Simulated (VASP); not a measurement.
F2, in a box:

```
F
1.0
    11.85123    0.00000    0.00000
     0.00000   12.35123    0.00000
     0.00000    0.00000   12.85123
F
2
Direct
  0.51282 0.55875 0.49122
  0.48681 0.44780 0.50903
```

Base run:

| Property | Result |
| --- | --- |
| Program | VASP 6.6.1 |
| Functional | RPBE |
| Potentials or basis | VASP PAW PBE potentials, release 64 (F) |
| Cutoff | 400 eV |
| k mesh | 1 × 1 × 1 |
| Occupations | gaussian, width 0.01 eV |
| Spin | no spin polarisation |

Its results: gap between the frontier levels 3.51 eV; largest force 0.324 eV/Å.

Question: The run is repeated on the same cell with these changes: functional from RPBE to PBE. What comes out?

Answer: Gap between the frontier levels 3.44 eV; largest force 0.003 eV/Å.

Caveats: the PAW data sets were made with another functional, which shifts forces and pressure a little (some runs).

